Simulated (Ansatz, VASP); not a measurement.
# Cu (Cu(111) film of 5 layers) in two plane-wave programs

Wanted: the spread between two codes on one cell, functional and k mesh. The structure shown is the end of the Ansatz relaxation below.

Calculated with Ansatz 0.2.0; plane waves, with VASP 6.6.1 beside it; single point at PBE.

### 1. Set-up

The cell holds 5 atoms: 5 Cu. Cell: a = 2.546 Å, b = 2.546 Å, c = 40.474 Å, α = 90.0°, β = 90.0°, γ = 120.0°. It derives from Cu. Vacuum lies along c. The height across the vacuum is the one that the program set for its solve, not the one typed.

### 2. Ansatz: relaxation, PBE

Ansatz runs on its default PAW (the set named soft_2) files.

This run makes the geometry at which the two programs are then compared.

Input file input.yaml:

```yaml
crystal:
  lattice:
    - [2.55266, 0.0, 0.0]
    - [-1.27633, 2.21066, 0.0]
    - [0.0, 0.0, 19.33694]
  atoms:
    - { symbol: Cu, position: [0.0, 0.0, 0.28442973] }
    - { symbol: Cu, position: [0.33333333, 0.66666667, 0.39221486] }
    - { symbol: Cu, position: [0.66666667, 0.33333333, 0.5] }
    - { symbol: Cu, position: [0.0, 0.0, 0.60778514] }
    - { symbol: Cu, position: [0.33333333, 0.66666667, 0.71557027] }
  periodic: [true, true, false]
kpoints:
  mp_grid: { grid: [12, 12, 1] }
hamiltonian:
  xc: pbe
scf:
  occupations: { method: gaussian, width: 0.1 }
output:
  forces: true
  stress: true
  eigenvalues: true
  write_density: true
  write_potential: true
  elf: true
  volumetric_format: npy
relax:
  adjacent_minimum: "off"
  f_tol: 0.005
  max_steps: 80
  cell: { stress_2d_tol: 0.02 }
```

Started as:

```bash
ansatz run input.yaml --threads 4 --pin off --max-ram 16384MiB --backend cpu --events-out ev --progress --plain --runs-dir out
```

Numbers of over 12 decimals in the logs are rounded to 6 here.

Log:

```text
Warning: crystal.periodic: the lattice vector that does not repeat stood 0.000° off the slab's normal, 19.337 Å along it as the deck builds it. The run solves the slab on a vector along the normal, 40.474 Å long, with every atom where it was (on the deck's vector they left 11.00 Å outside them, and the widest stretch free of ions among them is 2.08 Å). A fractional position that the run reports is one of the run's ce [...]
crystal.periodic: the lattice vector that does not repeat stood 0.000° off the slab's normal, 19.337 Å along it as the deck builds it. The run solves the slab on a vector along the normal, 40.474 Å long, with every atom where it was (on the deck's vector they left 11.00 Å outside them, and the widest stretch free of ions among them is 2.08 Å). A fractional position that the run reports is one of the run's cell, which [...]
Engine: ansatz 0.2.0, aarch64-unknown-linux-gnu
Pseudopotentials: kind: paw
Pseudopotential: Cu, paw, valence charge 19, recommended cutoff 420 eV (normal), Cu.paw.azcp
Functional definition: PBE
  parameter kappa = 0.804
  parameter beta = 0.066725
  exchange = pbe_x(kappa = kappa, mu = beta*pi^2/3)
  correlation = pbe_c(beta = beta)
Crystal: 5 atoms, lattice volume = 228.397 Å³
Basis set: ecut = 420 eV, 4557 PW (Γ), exchange–correlation on 36×36×576 points (8 copies of the dense FFT grid, shifted against one another)
Bands: 57, of which v1, the nominal top of the filled ones, is band 48 counted from 1 (47 counted from 0)
Symmetry: 12 space group operations
Space group: P-3m1 (ITA 164), of the structure as read, at distance tolerance 6.1e-5 Å
k-points: 19 of 144
Non-local potential: Cu, projectors of the file, l = 0: 3, l = 1: 2, l = 2: 3, l = 3: 1
PAW form: soft (Blöchl's): semilocal exchange-correlation on the pseudo side does not see the compensation charge
PAW one-centre angular grid: Cu, 590 points (default); XC on 64 Gauss nodes
Initial density: superposition of atomic densities (neutral atoms: chi_scale 0, normalization atom), corrected by the library's trained network
Initial wavefunctions: pseudopotential atomic-orbital guess
Functional: x = pbe(κ = 0.804, μ = 0.219515), c = pbe(β = 0.066725)
SCF iter   1: F=—  HF=-33124.911585 eV  |F-HF|=—  |Δ(HF+E_count)|=         —  Δρ=1.72e-3  dr2=1.52e-2  ethr=1.77e-3  ⟨swp⟩=15.3  Hψ=7031  notcnv=0  defer=17
preconditioner: auto → LDOS  [metal: Δε(μ)=0.074 eV  Ē_g=8.387 eV  σ=0.100 eV  W_gap=0.40  n_scr=30 (ndim 8)  ℏωp=18.2 eV  f_vac=0.711  D(μ)=2.00/eV (n_scr^D=16)  β→1.0]
[...]
SCF iter   4: F=—  HF=-33124.917775 eV  |F-HF|=—  |Δ(HF+E_count)|=   9.35e-8  Δρ=5.26e-6  dr2=3.80e-8  ethr=2.37e-11  ⟨swp⟩=2.9  Hψ=2422  notcnv=0
SCF iter   5: F=—  HF=-33124.917775 eV  |F-HF|=—  |Δ(HF+E_count)|=   2.28e-8  Δρ=3.17e-6  dr2=1.49e-8  ethr=2.37e-11  ⟨swp⟩=2.4  Hψ=2109  notcnv=0
SCF iter   6: F=—  HF=-33124.917775 eV  |F-HF|=—  |Δ(HF+E_count)|=   3.05e-9  Δρ=3.93e-7  dr2=5.28e-10  ethr=1.57e-11  ⟨swp⟩=3.0  Hψ=2011  notcnv=0
SCF iter   7: F=—  HF=-33124.917775 eV  |F-HF|=—  |Δ(HF+E_count)|=   4.04e-9  Δρ=3.87e-7  dr2=2.64e-10  ethr=1.00e-12  ⟨swp⟩=2.8  Hψ=2339  notcnv=0
SCF iter   8: F=—  HF=-33124.917775 eV  |F-HF|=—  |Δ(HF+E_count)|=   3.66e-9  Δρ=1.04e-7  dr2=1.14e-11  ethr=1.00e-12  ⟨swp⟩=1.6  Hψ=1306  notcnv=0
SCF iter   9: F=—  HF=-33124.917775 eV  |F-HF|=—  |Δ(HF+E_count)|=  2.26e-10  Δρ=5.02e-8  dr2=5.08e-12  ethr=1.00e-12  ⟨swp⟩=1.4  Hψ=1231  notcnv=0
SCF iter  10: F=-33124.917775 eV  HF=-33124.917775 eV  |F-HF|=1.58e-9  |Δ(HF+E_count)|=  1.16e-10  Δρ=2.12e-8  dr2=6.03e-13  ethr=1.00e-12  ⟨swp⟩=12.8  Hψ=7251  notcnv=0
SCF 4 converged in 10 iterations: F = -33124.917775 eV  dr2 = 6.03e-13
relax step   4: F+E_penalty+E_count = -33124.91777520 eV  Δ(F+E_penalty+E_count) = +2.800e-4 eV  max|allowed force component| = 1.556e-3 eV/Å  Δτ_max = 0.0000 Å  P = +0.013 N/m  Ω = 227.222 Å³  fix = [c, alpha, beta]  reactions: c +0.000 N/m  stress off target by 1.34e-2 N/m on what of the cell is left free  SCF on the basis re-selected at this cell (its energy is not comparable with the rows above)  (10 SCF iters)
basis re-selected at this cell: Δ(F+E_penalty+E_count) = +2.800e-4 eV, ΔP = +0.010 N/m vs the last step (what re-selecting the basis moved, of the pressure what is left beyond the Pulay correction that the steps carried, after the strain that the cell walked since its last selection, with what the two solves' SCF thresholds leave and, on support functions, any second-order correction that the steps lacked; it is no m [...]
WARN: The input density's exchange-correlation potential varies sharply where the density is thin. Do not read a vacuum level from v_tot or v_xc, or from such a field of the output density. On a cell that repeats whose density bears no net charge and no dipole along the vacuum's axis use v_es (v_loc + v_h of the components); under efield.dipole_correction with no amplitude use v_es + v_field, which holds any external [...]
SCF converged after 10 iterations
Free energy (F): -33124.917775 eV
Harris-Foulkes:  -33124.917775 eV  (|F-HF|=1.58e-9)
Internal energy: -33124.906750 eV  (E = F + TS)
E sigma→0 (E₀):  -33124.912263 eV
Entropy (-TS):   -0.011025 eV (-2.205 meV/atom)
Fermi energy:    -4.761640 eV
--- Per-component energies (eV) ---
  E_band       = -3827.634501
  E_kinetic    = 1498.841377
  E_local      = -994521.372743  (includes V_loc(G=0)·N_el)
  E_nonlocal   = 1952.515476
  E_hartree    = 495041.429254
  E_xc         = -445.886624
  E_vxc        = -575.206480  (∫ρ·V_xc dr)
  E_paw        = -8317.652719  (= ΣΔE_a)
  E_vpaw       = -2265.272204  (= ΣTr[D̂ρ^β])
  E_aug_tail   = 0.001354  (compensation charges beyond the density's cutoff)
  E_ewald      = 471667.217876
  E_smearing   = -0.011025  (= −TS)
  E_closure    = 0.000000  (closes the sum)
  Σ components = -33124.917775   (vs F -33124.917775, Δ=0.00e0)
--- Forces (eV/Å), atoms counted from 1 ---
  atom   1  Cu     0.00000000     0.00000000    -0.00155614
  atom   2  Cu     0.00000000    -0.00000000     0.00043017
  atom   3  Cu     0.00000000     0.00000000     0.00000000
  atom   4  Cu     0.00000000     0.00000000    -0.00043017
  atom   5  Cu     0.00000000    -0.00000000     0.00155614
  max |Σ_I F_I| component: 2.31e-18 eV/Å
--- 2D stress c σ (N/m, compression-positive) ---
        0.013394      -0.000000       0.000000
        0.000000       0.013394      -0.000000
        0.000000      -0.000000       0.000000
  P = ½ c Tr σ = 0.0134 N/m
--- Band table (eV; the first three rows and the last of 19) ---
  k-point 0: bands = [... 44 lower, -6.6139, -6.3999, -6.3999, -6.3010, -6.3010, -5.7682, -5.0925, -0.5671 (-0.5699°), ... 5 higher]
  k-point 1: bands = [... 44 lower, -6.6198, -6.6138, -6.4004, -6.3084, -6.2972, -5.3048, -4.5081, -0.3946 (-0.3969°), ... 5 higher]
  k-point 2: bands = [... 44 lower, -6.6171, -6.5604, -6.4032, -6.2875, -5.8610, -4.4939, -3.3461, 0.1177 (0.1166°), ... 5 higher]
  k-point 18: bands = [... 44 lower, -6.3647, -1.2739, -1.2739, -1.1047, -0.8451, -0.3159, -0.3159, 0.6773, ... 5 higher]
  ° read free of the cell's end (the report's vacuum.weakly_bound_levels)
--- Relaxed structure (3 steps of the walk, 3 accepted, 1 SCFs on fresh bases) ---
  F+E_penalty+E_count = -33124.91777520 eV   max|allowed force component| = 1.556e-3 eV/Å   (the final SCF, on the basis selected at the relaxed cell)
  cell:  # Å, volume = 227.2220 Å³
    - [2.546083, 0, 0]
    - [-1.273041, 2.204972, 0]
    - [0, 0, 40.473878]
  atoms:
    - { symbol: Cu, position: [2.2204460616580217e-17, 4.4964032319475e-17, 0.135840] }
    - { symbol: Cu, position: [0.333333, 0.666667, 0.187385] }
    - { symbol: Cu, position: [0.666667, 0.333333, 0.238882] }
    - { symbol: Cu, position: [2.220446061658022e-17, 4.4964032319475e-17, 0.290379] }
    - { symbol: Cu, position: [0.333333, 0.666667, 0.341923] }
```

### 3. VASP: single point, PBE, pair 1

The same cell, functional, mesh and smearing now go to VASP, with its own data sets.

Lines of VASP's logs that name or quote its potential files are left out, and so is its time.

Input file INCAR:

```
SYSTEM = Cu
PREC = Accurate
ENCUT = 520
EDIFF = 1E-06
NELM = 120
ISMEAR = 0
SIGMA = 0.1
LREAL = .FALSE.
ALGO = Normal
GGA = PE
NBANDS = 34
LASPH = .TRUE.
LORBIT = 11
LWAVE = .FALSE.
LCHARG = .FALSE.
ISIF = 2
LDIPOL = .TRUE.
IDIPOL = 3
DIPOL = 0.5 0.5 0.239
LVHAR = .TRUE.
GGA_COMPAT = .FALSE.
NELMDL = -8
KPAR = 2
```

Input file POSCAR:

```
Cu
1.0
    2.5460827180      0.0000000000      0.0000000000
   -1.2730413590      2.2049723139      0.0000000000
    0.0000000000      0.0000000000     40.4738775071
Cu
5
Direct
    0.0000000000      0.0000000000      0.1358401987
    0.3333333333      0.6666666667      0.1873846309
    0.6666666667      0.3333333333      0.2388817330
    0.0000000000      0.0000000000      0.2903788351
    0.3333333333      0.6666666667      0.3419232673
```

Input file KPOINTS:

```
Automatic mesh
0
Gamma
12 12 1
0 0 0
```

PAW data sets: Cu (PBE family, release 64).

Started as:

```bash
mpirun -np 2 vasp_std
```

Log:

```text
[banner, memory and clock lines left out]
running    2 mpi-ranks, on    1 nodes
 distrk:  each k-point on    1 cores,    2 groups
 distr:  one band on    1 cores,    1 groups

 POSCAR found type information on POSCAR Cu
 POSCAR found :  1 types and       5 ions
 LDA part: xc-table for (Slater+PW92), standard interpolation
 POSCAR, INCAR and KPOINTS ok, starting setup
 FFT: planning ... GRIDC
 FFT: planning ... GRID_SOFT
 FFT: planning ... GRID
 WAVECAR not read
 entering main loop
       N       E                     dE             d eps       ncg     rms          rms(c)
DAV:   1     0.458573588224E+03    0.45857E+03   -0.22853E+04  1308   0.175E+03
DAV:   2     0.138687396849E+02   -0.44470E+03   -0.43129E+03  1294   0.381E+02
DAV:   3    -0.202733345377E+02   -0.34142E+02   -0.32637E+02  1494   0.158E+02
DAV:   4    -0.218789579009E+02   -0.16056E+01   -0.15924E+01  1532   0.402E+01
DAV:   5    -0.219176867632E+02   -0.38729E-01   -0.38697E-01  1666   0.533E+00
DAV:   6    -0.219192353589E+02   -0.15486E-02   -0.15484E-02  1722   0.870E-01
DAV:   7    -0.219193169708E+02   -0.81612E-04   -0.81610E-04  1840   0.173E-01
DAV:   8    -0.219193194405E+02   -0.24697E-05   -0.24697E-05  1452   0.253E-02    0.168E+01
DAV:   9    -0.197387935433E+02    0.21805E+01   -0.49679E+01  1464   0.127E+02    0.921E+00
DAV:  10    -0.177380236515E+02    0.20008E+01   -0.10086E+01  1608   0.565E+01    0.114E+00
DAV:  11    -0.177781591345E+02   -0.40135E-01   -0.91213E-01  1704   0.381E+01    0.201E+00
DAV:  12    -0.177295640366E+02    0.48595E-01   -0.25366E-01  1954   0.183E+01    0.116E+00
DAV:  13    -0.177116491129E+02    0.17915E-01   -0.71575E-02  1840   0.635E+00    0.390E-01
DAV:  14    -0.177098055599E+02    0.18436E-02   -0.28939E-02  1648   0.605E+00    0.236E-01
[...]
DAV:  21    -0.177084697658E+02   -0.41492E-04   -0.60825E-06  1354   0.595E-02    0.381E-03
DAV:  22    -0.177085213712E+02   -0.51605E-04   -0.65796E-06  1218   0.310E-02    0.222E-03
DAV:  23    -0.177085303896E+02   -0.90183E-05   -0.72117E-07  1046   0.985E-03    0.156E-03
DAV:  24    -0.177085454838E+02   -0.15094E-04   -0.68179E-07   918   0.183E-02    0.103E-03
DAV:  25    -0.177085495761E+02   -0.40923E-05   -0.33099E-07   928   0.122E-02    0.415E-04
DAV:  26    -0.177085518870E+02   -0.23108E-05   -0.11063E-07   838   0.324E-03    0.521E-04
DAV:  27    -0.177085535035E+02   -0.16165E-05   -0.10210E-07   822   0.664E-03    0.222E-04
DAV:  28    -0.177085537989E+02   -0.29543E-06   -0.17583E-08   894   0.299E-03
   1 F= -.17708554E+02 E0= -.17703016E+02  d E =-.110747E-01
```

Parts of OUTCAR (step 3):

```text
ion  position               nearest neighbor table
   1  0.000  0.000  0.136-   2 2.55   2 2.55   2 2.55
   2  0.333  0.667  0.187-   3 2.55   3 2.55   3 2.55   1 2.55   1 2.55   1 2.55
   3  0.667  0.333  0.239-   2 2.55   4 2.55   2 2.55   4 2.55   4 2.55   2 2.55
   4  0.000  0.000  0.290-   3 2.55   3 2.55   3 2.55   5 2.55   5 2.55   5 2.55
   5  0.333  0.667  0.342-   4 2.55   4 2.55   4 2.55

  LATTYP: Found a hexagonal cell.
 ALAT       =     2.5460827180
 C/A-ratio  =    15.8965288995

 Subroutine GETGRP returns: Found 12 space group operations
 (whereof  6 operations were pure point group operations)

The static configuration has the point symmetry C_3v.
 The point group associated with its full space group is D_3d.

 Found     19 irreducible k-points:

   k-points           NKPTS =     19   k-points in BZ     NKDIM =     19   number of bands    NBANDS=     34

   dimension x,y,z NGX =    20 NGY =   20 NGZ =  320
   dimension x,y,z NGXF=    40 NGYF=   40 NGZF=  640

   ENCUT  =  520.0 eV  38.22 Ry    6.18 a.u.   4.73  4.73 75.25*2*pi/ulx,y,z

   NELECT =      55.0000    total number of electrons

 k-points in reciprocal lattice and weights: Automatic mesh
   0.00000000  0.00000000  0.00000000       0.007
   0.08333333  0.00000000  0.00000000       0.042
   0.16666667  0.00000000  0.00000000       0.042
   0.25000000  0.00000000  0.00000000       0.042
   0.33333333  0.00000000  0.00000000       0.042
   0.41666667  0.00000000  0.00000000       0.042
   0.50000000  0.00000000  0.00000000       0.021
   0.08333333  0.08333333  0.00000000       0.042
   0.16666667  0.08333333  0.00000000       0.083
[...]
0.33333333  0.25000000  0.00000000       0.083
   0.33333333  0.33333333  0.00000000       0.014

 dipolmoment           0.000000      0.000000     -0.000003 electrons x Angstroem

 average (electrostatic) potential at core
       1 -72.5456       2 -72.7873       3 -72.7167       4 -72.7873       5 -72.5457

 E-fermi :  -1.5242

 k-point     1 :       0.0000    0.0000    0.0000
  band No.  band energies     occupation
    ...
     27      -3.1998      2.00000
     28      -3.1010      2.00000
     29      -3.1010      2.00000
     30      -2.5201      2.00000
     31      -1.8265      1.99998
     32       2.6586      0.00000
     33       2.9252      0.00000
     34       3.2290      0.00000

 k-point     2 :       0.0833    0.0000    0.0000
  band No.  band energies     occupation
    ...
     26      -3.4096      2.00000
     27      -3.2003      2.00000
     28      -3.0972      2.00000
     29      -3.0969      2.00000
     30      -2.0676      2.00000
     31      -1.2542      0.00013
     32       2.8324      0.00000
     33       3.1382      0.00000
     34       3.4405      0.00000

 k-point     3 :       0.1667    0.0000    0.0000
  band No.  band energies     occupation
    ...
     25      -3.4129      2.00000
     26      -3.3507      2.00000
     27      -3.2030      2.00000
     28      -3.0876      2.00000
     29      -2.6434      2.00000
     30      -1.2574      0.00016
     31      -0.0986      0.00000
     32       3.3485      0.00000
     33       3.7774      0.00000
     34       4.0761      0.00000

  Total        0.2202797      0.2202797      0.1361753      0.0000000      0.0000000      0.0000000
  in kB        1.5532258      1.5532258      0.9601929      0.0000000      0.0000000      0.0000000
  external PRESSURE =       1.3555482 kB  Pullay stress =       0.0000000 kB

  energy-cutoff  :      520.00
  volume of cell :      227.22
      direct lattice vectors                 reciprocal lattice vectors
     2.546082718  0.000000000  0.000000000     0.392760217  0.226760217  0.000000000
    -1.273041359  2.204972314  0.000000000     0.000000000  0.453520434  0.000000000
     0.000000000  0.000000000 40.473877507     0.000000000  0.000000000  0.024707294

 POSITION                                       TOTAL-FORCE (eV/Angst)
 -----------------------------------------------------------------------------------
      0.00000      0.00000      5.49798        -0.000000      0.000000     -0.021458
     -0.00000      1.46998      7.58418        -0.000000     -0.000000      0.001618
      1.27304      0.73499      9.66847         0.000000     -0.000000     -0.000000
      0.00000      0.00000     11.75276         0.000000      0.000000     -0.001618
     -0.00000      1.46998     13.83896         0.000000     -0.000000      0.021458
 -----------------------------------------------------------------------------------
    total drift:                                0.000003     -0.000000     -0.000804

  FREE ENERGIE OF THE ION-ELECTRON SYSTEM (eV)
  ---------------------------------------------------
  free  energy   TOTEN  =       -17.7085537989 eV

  energy  without entropy=      -17.6974791232  energy(sigma->0) =      -17.70301646

 vacuum level on the upper side and lower side of the slab         3.216         3.216

 total charge
# of ion       s       p       d       tot
------------------------------------------
    1        0.456   0.298   9.183   9.937
    2        0.445   0.381   9.181  10.007
    3        0.450   0.394   9.169  10.014
    4        0.445   0.381   9.181  10.007
    5        0.456   0.298   9.183   9.937
--------------------------------------------------
tot          2.252   1.753  45.897  49.901

[... 3 further parts left out ...]
```

This run has no spin polarisation. Its electron count is odd, so without a moment it is a metal by construction.

(Part 1 of 2 ends here.)

[Lines on the potential files, build, host, timing and source positions are cut from VASP's logs without a mark.]

[Logs are printed without paths, hosts, clocks, repeated set-up lines and the standing remarks that a program may print on its own settings, such as how far it seeks lower states.]

[Hosts, paths, dates, database ids (printed as entryN), source tags and the programs' standing remarks are cut or masked in the printed files.]
